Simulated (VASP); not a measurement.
# SnGe18H3 in VASP: relaxation of the atoms with LDA

Aim: the relaxation of the atoms of SnGe18H3 with LDA.

All numbers are computed with VASP 6.6.1; they aren't measurements. Logs are shortened: lines on timing, memory, paths and dates and some standing lists are left out, and cuts for length are marked.

### Step 1. The slab as given

The cell holds a slab with vacuum, 66 atoms: a = 11.932 Å, b = 11.932 Å, c = 21.867 Å, α = 90.00°, β = 90.00°, γ = 120.00°.

### Step 2. Relaxation of the atoms, LDA

File INCAR:

```
SYSTEM = SnGe18H3
ALGO = Fast
EDIFF = 1E-7
EDIFFG = -0.01
ENCUT = 300
GGA = CA
IBRION = 2
ISIF = 2
ISMEAR = 0
KPAR = 2
LASPH = .TRUE.
LCHARG = .FALSE.
LREAL = .FALSE.
LWAVE = .FALSE.
NELM = 80
NSW = 60
PREC = Accurate
SIGMA = 0.03
```

File KPOINTS:

```
k-points
0
G
  3 3 1
  0 0 0
```

File POSCAR:

```
SnGe18H3
1.0
   11.9324269300      0.0000000000      0.0000000000
   -5.9662134700     10.3337848500      0.0000000000
    0.0000000000      0.0000000000     21.8670893400
Ge H Sn
54 9 3
Selective dynamics
Direct
    0.0077416000      0.0154831900      0.7027496500  T T T
    0.0077416000      0.3255917300      0.7027496500  T T T
   -0.0154831900      0.6589250700      0.7027496500  T T T
    0.3410749300     -0.0077416000      0.7027496500  T T T
    0.3178501400      0.3255917300      0.7027496500  T T T
    0.3410749300      0.6821498600      0.7027496500  T T T
    0.6511834800     -0.0077416000      0.7027496500  T T T
    0.6744082700      0.3488165200      0.7027496500  T T T
    0.6744082700      0.6589250700      0.7027496500  T T T
    0.1111111100      0.2222222200      0.6450419800  T T T
    0.1111111100      0.5555555600      0.6656208500  T T T
    0.1111111100      0.8888888900      0.6656208500  T T T
    0.4444444400      0.2222222200      0.6656208500  T T T
    0.4444444400      0.5555555600      0.6656208500  T T T
    0.4444444400      0.8888888900      0.6450419800  T T T
    0.7777777800      0.2222222200      0.6656208500  T T T
    0.7777777800      0.5555555600      0.6450419800  T T T
    0.7777777800      0.8888888900      0.6656208500  T T T
    0.1111111100      0.2222222200      0.5542344400  T T T
    0.1111111100      0.5555555600      0.5542344400  T T T
    0.1111111100      0.8888888900      0.5542344400  T T T
    0.4444444400      0.2222222200      0.5542344400  T T T
    0.4444444400      0.5555555600      0.5542344400  T T T
    0.4444444400      0.8888888900      0.5542344400  T T T
    0.7777777800      0.2222222200      0.5542344400  T T T
    0.7777777800      0.5555555600      0.5542344400  T T T
    0.7777777800      0.8888888900      0.5542344400  T T T
    0.2222222200      0.1111111100      0.5171056400  T T T
    0.2222222200      0.4444444400      0.5171056400  T T T
    0.2222222200      0.7777777800      0.5171056400  T T T
    0.5555555600      0.1111111100      0.5171056400  T T T
    0.5555555600      0.4444444400      0.5171056400  T T T
    0.5555555600      0.7777777800      0.5171056400  T T T
    0.8888888900      0.1111111100      0.5171056400  T T T
    0.8888888900      0.4444444400      0.5171056400  T T T
    0.8888888900      0.7777777800      0.5171056400  T T T
    0.2222222200      0.1111111100      0.4057192400  F F F
    0.2222222200      0.4444444400      0.4057192400  F F F
    0.2222222200      0.7777777800      0.4057192400  F F F
    0.5555555600      0.1111111100      0.4057192400  F F F
    0.5555555600      0.4444444400      0.4057192400  F F F
    0.5555555600      0.7777777800      0.4057192400  F F F
    0.8888888900      0.1111111100      0.4057192400  F F F
    0.8888888900      0.4444444400      0.4057192400  F F F
    0.8888888900      0.7777777800      0.4057192400  F F F
    0.0000000000      0.0000000000      0.3685904400  F F F
    0.0000000000      0.3333333300      0.3685904400  F F F
    0.0000000000      0.6666666700      0.3685904400  F F F
    0.3333333300      0.0000000000      0.3685904400  F F F
    0.3333333300      0.3333333300      0.3685904400  F F F
    0.3333333300      0.6666666700      0.3685904400  F F F
    0.6666666700      0.0000000000      0.3685904400  F F F
    0.6666666700      0.3333333300      0.3685904400  F F F
    0.6666666700      0.6666666700      0.3685904400  F F F
    0.0000000000      0.0000000000      0.2972503500  F F F
    0.0000000000      0.3333333300      0.2972503500  F F F
    0.0000000000      0.6666666700      0.2972503500  F F F
    0.3333333300      0.0000000000      0.2972503500  F F F
    0.3333333300      0.3333333300      0.2972503500  F F F
    0.3333333300      0.6666666700      0.2972503500  F F F
    0.6666666700      0.0000000000      0.2972503500  F F F
    0.6666666700      0.3333333300      0.2972503500  F F F
    0.6666666700      0.6666666700      0.2972503500  F F F
    0.1111111100      0.2222222200      0.7859797500  T T T
    0.4444444400      0.8888888900      0.7859797500  T T T
    0.7777777800      0.5555555600      0.7859797500  T T T
```

Potentials or basis: VASP PAW LDA potentials, release 64 (Ge, H, Sn).

Command:

```console
$ cat potpaw_LDA.64/Ge/POTCAR potpaw_LDA.64/H/POTCAR potpaw_LDA.64/Sn/POTCAR > POTCAR
$ mpirun -np 8 vasp_std > vasp.out
```

OUTCAR:

```text
SYSTEM = SnGe18H3
   EDIFF = 1E-7
   EDIFFG = -0.01
   ENCUT = 300
   GGA = CA
   IBRION = 2
   ISIF = 2
   ISMEAR = 0
   LASPH = .TRUE.
   LREAL = .FALSE.
   NELM = 80
   NSW = 60
   PREC = Accurate

 ion  position               nearest neighbor table
   1  0.008  0.015  0.703-  10 2.48  12 2.52  18 2.52  64 2.81
   2  0.008  0.326  0.703-  10 2.48  16 2.52  11 2.52  64 2.81
   3  0.985  0.659  0.703-  17 2.48  11 2.52  12 2.52  66 2.81
   4  0.341  0.992  0.703-  15 2.48  12 2.52  13 2.52  65 2.81
   5  0.318  0.326  0.703-  10 2.48  13 2.52  14 2.52  64 2.81
   6  0.341  0.682  0.703-  15 2.48  14 2.52  11 2.52  65 2.81
   7  0.651  0.992  0.703-  15 2.48  18 2.52  16 2.52  65 2.81
   8  0.674  0.349  0.703-  17 2.48  16 2.52  13 2.52  66 2.81
   9  0.674  0.659  0.703-  17 2.48  18 2.52  14 2.52  66 2.81
  10  0.111  0.222  0.645-  19 1.99   2 2.48   5 2.48   1 2.48  64 3.08
  11  0.111  0.556  0.666-  20 2.44   3 2.52   6 2.52   2 2.52
  12  0.111  0.889  0.666-  21 2.44   1 2.52   3 2.52   4 2.52
  13  0.444  0.222  0.666-  22 2.44   5 2.52   4 2.52   8 2.52
  14  0.444  0.556  0.666-  23 2.44   6 2.52   5 2.52   9 2.52
  15  0.444  0.889  0.645-  24 1.99   4 2.48   6 2.48   7 2.48  65 3.08
  16  0.778  0.222  0.666-  25 2.44   8 2.52   7 2.52   2 2.52
  17  0.778  0.556  0.645-  26 1.99   9 2.48   3 2.48   8 2.48  66 3.08
[... 56 lines left out ...]
 A1 = (  11.9324269300,   0.0000000000,   0.0000000000)
 A2 = (  -5.9662134700,  10.3337848500,   0.0000000000)
 A3 = (   0.0000000000,   0.0000000000,  21.8670893400)

Analysis of symmetry for initial positions (statically):
=====================================================================
 Subroutine PRICEL returns following result:

  LATTYP: Found a hexagonal cell.
 ALAT       =     6.8891898298
 C/A-ratio  =     3.1741162430
[... 12 lines left out ...]
 Subroutine GETGRP returns: Found  6 space group operations
 (whereof  2 operations were pure point group operations)
 out of a pool of 24 trial point group operations.

The static configuration has the point symmetry C_1h.
 The point group associated with its full space group is C_3v.

Analysis of symmetry for dynamics (positions and initial velocities):
=====================================================================
 Subroutine PRICEL returns following result:

  LATTYP: Found a hexagonal cell.
 ALAT       =     6.8891898298
 C/A-ratio  =     3.1741162430
[... 12 lines left out ...]
 Subroutine GETGRP returns: Found  6 space group operations
 (whereof  2 operations were pure point group operations)
 out of a pool of 24 trial point group operations.

The dynamic configuration has the point symmetry C_1h.
 The point group associated with its full space group is C_3v.

Analysis of constrained symmetry for selective dynamics:
=====================================================================
 Subroutine PRICEL returns following result:

  LATTYP: Found a hexagonal cell.
 ALAT       =     6.8891898298
 C/A-ratio  =     3.1741162430
[... 12 lines left out ...]
 Subroutine GETGRP returns: Found  6 space group operations
 (whereof  2 operations were pure point group operations)
 out of a pool of 24 trial point group operations.

The constrained configuration has the point symmetry C_1h.
 The point group associated with its full space group is C_3v.

 Subroutine INISYM returns: Found  6 space group operations
 (whereof  2 operations are pure point group operations),
 and found     3 'primitive' translations

----------------------------------------------------------------------------------------

                                     Primitive cell

  volume of cell :     898.7894

  direct lattice vectors                    reciprocal lattice vectors
    -5.966213344 -3.444595019  0.000000000    -0.083805248 -0.145154948  0.000000000
     5.966213407 -3.444594916  0.000000000     0.083805251 -0.145154946  0.000000000
     0.000000000  0.000000000 21.867089340     0.000000000  0.000000000  0.045730823

  length of vectors
[... 94 lines left out ...]
   ISPIN  =      1    spin polarized calculation?
   LNONCOLLINEAR =      F non collinear calculations
   LSORBIT =      F    spin-orbit coupling
   LASPH  =      T    aspherical Exc in radial PAW
   ENCUT  =  300.0 eV  22.05 Ry    4.70 a.u.  16.85 16.85 30.88*2*pi/ulx,y,z
   NELM   =     80;   NELMIN=  2; NELMDL= -5     # of ELM steps
   EDIFF  = 0.1E-06   stopping-criterion for ELM
   LREAL  =      F    real-space projection
   EDIFFG = -.1E-01   stopping-criterion for IOM
   NSW    =     60    number of steps for IOM
   IBRION =      2    ionic relax: 0-MD 1-quasi-New 2-CG
   NFREE  =      1    steps in history (QN), initial steepest desc. (CG)
   ISIF   =      2    stress and relaxation
   ISYM   =      2    0-nonsym 1-usesym 2-fastsym
   POTIM  = 0.5000    time-step for ionic-motion
   TEBEG  =    0.0;   TEEND  =   0.0 temperature during run
   PSTRESS=    0.0 pullay stress
   NELECT =     237.0000    total number of electrons
   NUPDOWN=      -1.0000    fix difference up-down
   EMIN   =  10.00;   EMAX   =-10.00  energy-range for DOS
   EFERMI =   0.00;   METHOD = LEGACY
   ISMEAR =     0;   SIGMA  =   0.03  broadening in eV -4-tet -1-fermi 0-gaus
   EFERMI_NEDOS =   21; number of points for ismear=-14 and -15
   IALGO  =     68    algorithm
   IMIX   =      4    mixing-type and parameters
     AMIX     =   0.40;   BMIX     =  1.00
     AMIX_MAG =   1.60;   BMIX_MAG =  1.00
  volume/ion in A,a.u.               =      40.85       275.70
  Fermi-wavevector in a.u.,A,eV,Ry     =   0.727888  1.375509  7.208651  0.529821
  Thomas-Fermi vector in A             =   1.819224
   LORBIT       =      0    0 simple, 1 ext, 2 COOP (PROOUT), +10 PAW based schemes
   GGA     = CA    functional components
   LHFCALC =     F    Hartree Fock is set to
   AEXX    =    0.0000 exact exchange contribution
   IVDW    =     0    specifies the selected vdW correction
   LEPSILON=     F    determine dielectric tensor
   LRPA    =     F    only Hartree local field effects (RPA)
 conjugate gradient relaxation of ions
 non-spin polarized calculation
 RMM-DIIS sequential band-by-band and
 Gauss-broadening in eV      SIGMA  =   0.03
  energy-cutoff  :      300.00
  volume of cell :     2696.37
 maximum number of plane-waves:     31839
 NGX is ok and might be reduce to    70
   NGX = 33   NGY = 33   NGZ = 61

--------------------------------------- Ionic step        1  -------------------------------------------

 number of electron     236.9999995 magnetization

 Free energy of the ion-electron system (eV)
  ---------------------------------------------------
  ext. energy  EPLUGINS =         0.00000000
  ---------------------------------------------------
  free energy    TOTEN  =      -309.19043137 eV

  energy without entropy =     -309.16924937  energy(sigma->0) =     -309.17984037

------------------------ aborting loop because EDIFF is reached ----------------------------------------

  FORCE on cell =-STRESS in cart. coord.  units (eV):
  Direction    XX          YY          ZZ          XY          YZ          ZX
  --------------------------------------------------------------------------------------
  -------------------------------------------------------------------------------------
  Total      -12.4455583    -12.4455583     48.7954220      0.0000000      0.0000000      0.0000000
  in kB       -7.3951296     -7.3951296     28.9941567      0.0000000      0.0000000      0.0000000
  external PRESSURE =       4.7346325 kB  Pullay stress =       0.0000000 kB
[... 281 lines left out ...]
  FREE ENERGIE OF THE ION-ELECTRON SYSTEM (eV)
  ---------------------------------------------------
  free  energy   TOTEN  =      -312.6844320372 eV

  energy  without entropy=     -312.6789826054  energy(sigma->0) =     -312.68170732

[... ionic steps 4 to 22 ...]

--------------------------------------- Ionic step       23  -------------------------------------------

 number of electron     236.9999993 magnetization

------------------------ aborting loop because EDIFF is reached ----------------------------------------
[... 195 lines left out ...]
--------------------------------------- Ionic step       25  -------------------------------------------

 number of electron     236.9999993 magnetization

 Free energy of the ion-electron system (eV)
  ---------------------------------------------------
  ext. energy  EPLUGINS =         0.00000000
  ---------------------------------------------------
  free energy    TOTEN  =      -313.31794557 eV

  energy without entropy =     -313.31294005  energy(sigma->0) =     -313.31544281

 E-fermi :  -0.4600     XC(G=0):  -5.3660

 val. band max:       -0.4885210556   @ k =   0.0000   0.0000   0.0000
 cond. band min:      -0.4505864168   @ k =   0.0000   0.0000   0.0000
 fundamental gap:      0.0379346388
 Fermi energy:        -0.4600193135

 k-point     1 :       0.0000    0.0000    0.0000
  band No.  band energies     occupation
      1     -12.9481      2.00000
      2     -12.3082      2.00000
      3     -11.9320      2.00000
      4     -11.9320      2.00000
      5     -11.7240      2.00000
      6     -11.7240      2.00000
[... 388 lines left out ...]
    129       1.4244      0.00000
    130       1.4753      0.00000
 [bands above 130 left out]

------------------------ aborting loop because EDIFF is reached ----------------------------------------

  FORCE on cell =-STRESS in cart. coord.  units (eV):
  Direction    XX          YY          ZZ          XY          YZ          ZX
  --------------------------------------------------------------------------------------
  -------------------------------------------------------------------------------------
  Total       -8.2167834     -8.2167834     -2.2497788      0.0000000     -0.0000000     -0.0000000
  in kB       -4.8823987     -4.8823987     -1.3368147      0.0000000     -0.0000000     -0.0000000
  external PRESSURE =      -3.7005374 kB  Pullay stress =       0.0000000 kB
[... 81 lines left out ...]
  FREE ENERGIE OF THE ION-ELECTRON SYSTEM (eV)
  ---------------------------------------------------
  free  energy   TOTEN  =      -313.3179455681 eV

  energy  without entropy=     -313.3129400456  energy(sigma->0) =     -313.31544281

 reached required accuracy - stopping structural energy minimisation
```

Run time: 1.6 h. Hardware: 8 MPI ranks of AMD EPYC 7R13 (Zen 3), shared host; peak memory 0.55 GiB.

Results:

* Free energy: -313.3179 eV
* Energy gained by relaxing: 62.5 meV/atom
* Ionic steps: 25
* Band gap on the k mesh: none (metal or under the smearing width)

The path:
| step | energy change (eV) | largest force (eV/Å) | pressure (GPa) |
| --- | --- | --- | --- |
| 1 | 0.0000 | 8.1201 | 0.47 |
| 2 | -1.1950 | 4.3444 | 0.44 |
| 3 | -3.4940 | 0.6420 | 0.06 |
| 4 | -3.4947 | 0.6428 | 0.06 |
| 5 | -3.7774 | 0.3624 | -0.05 |
| 6 | -3.8701 | 0.4241 | -0.14 |
| 7 | -3.9437 | 0.4389 | -0.15 |
| 8 | -3.9903 | 0.4824 | -0.16 |
| 9 | -4.0508 | 0.3950 | -0.19 |
| 10 | -4.0737 | 0.3290 | -0.22 |
| 11 | -4.1026 | 0.3061 | -0.24 |
| 12 | -4.1151 | 0.2810 | -0.27 |
| 13 | -4.1198 | 0.2847 | -0.29 |
| 14 | -4.1201 | 0.2856 | -0.30 |
| 15 | -4.1226 | 0.2912 | -0.31 |
| 16 | -4.1227 | 0.2924 | -0.31 |
| 17 | -4.1239 | 0.2893 | -0.32 |
| 18 | -4.1240 | 0.2884 | -0.33 |
| 19 | -4.1248 | 0.2885 | -0.33 |
| 20 | -4.1254 | 0.2888 | -0.34 |
| 21 | -4.1260 | 0.2842 | -0.35 |
| 22 | -4.1270 | 0.2726 | -0.36 |
| 23 | -4.1271 | 0.2680 | -0.36 |
| 24 | -4.1275 | 0.2589 | -0.37 |
| 25 | -4.1275 | 0.2597 | -0.37 |

Final structure:
```xyz
66
Lattice="11.9324 0.0000 0.0000 -5.9662 10.3338 0.0000 0.0000 0.0000 21.8671" Properties=species:S:1:pos:R:3 pbc="T T T"
Ge    0.0000    0.1621   15.4267
Ge   -1.8483    3.3635   15.4267
Ge    7.8146    6.8081   15.4267
Ge   -1.8483   10.2527   15.4267
Ge    1.8483    3.3635   15.4267
Ge    0.0000    7.0513   15.4267
Ge    1.8483   10.2527   15.4267
Ge    5.9662    3.6067   15.4267
Ge    4.1179    6.8081   15.4267
Ge    0.0000    2.2964   14.2058
Ge   -1.9887    5.7410   14.7475
Ge   -3.9775    9.1856   14.7475
Ge    3.9775    2.2964   14.7475
Ge    1.9887    5.7410   14.7475
Ge    0.0000    9.1856   14.2058
Ge    7.9550    2.2964   14.7475
Ge    5.9662    5.7410   14.2058
Ge    3.9775    9.1856   14.7475
Ge    0.0000    2.2964   11.8229
Ge   -1.9887    5.7410   12.2480
Ge   -3.9775    9.1856   12.2480
Ge    3.9775    2.2964   12.2480
Ge    1.9887    5.7410   12.2480
Ge    0.0000    9.1856   11.8229
Ge    7.9550    2.2964   12.2480
Ge    5.9662    5.7410   11.8229
Ge    3.9775    9.1856   12.2480
Ge    2.0458    1.1153   11.3064
Ge    0.0000    4.6586   11.3064
Ge   -2.0458    8.0045   11.3064
Ge    5.9662    1.2140   11.3064
Ge    3.9204    4.5599   11.3064
Ge    2.0458    8.0045   11.3064
Ge    9.8867    1.1153   11.3064
Ge    8.0120    4.5599   11.3064
Ge    5.9662    8.1032   11.3064
Ge    1.9887    1.1482    8.8719
Ge    0.0000    4.5928    8.8719
Ge   -1.9887    8.0374    8.8719
Ge    5.9662    1.1482    8.8719
Ge    3.9775    4.5928    8.8719
Ge    1.9887    8.0374    8.8719
Ge    9.9437    1.1482    8.8719
Ge    7.9550    4.5928    8.8719
Ge    5.9662    8.0374    8.8719
Ge    0.0000    0.0000    8.0600
Ge   -1.9887    3.4446    8.0600
Ge   -3.9775    6.8892    8.0600
Ge    3.9775    0.0000    8.0600
Ge    1.9887    3.4446    8.0600
Ge    0.0000    6.8892    8.0600
Ge    7.9550    0.0000    8.0600
Ge    5.9662    3.4446    8.0600
Ge    3.9775    6.8892    8.0600
H     0.0000    0.0000    6.5000
H    -1.9887    3.4446    6.5000
H    -3.9775    6.8892    6.5000
H     3.9775    0.0000    6.5000
H     1.9887    3.4446    6.5000
H     0.0000    6.8892    6.5000
H     7.9550    0.0000    6.5000
H     5.9662    3.4446    6.5000
H     3.9775    6.8892    6.5000
Sn    0.0000    2.2964   17.2242
Sn    0.0000    9.1856   17.2242
Sn    5.9662    5.7410   17.2242
```

Levels at points of the mesh, in eV from the Fermi level:
```
           k point  band 116  band 117  band 118  band 119  band 120  band 121
(0.00, 0.00, 0.00)     -0.33     -0.33     -0.03      0.01      0.01      0.45
```

Caveat: the cutoff is under 1.25 times the usual one of these potentials, so pressure, stress and relaxed cells hold a basis-set (Pulay) error.
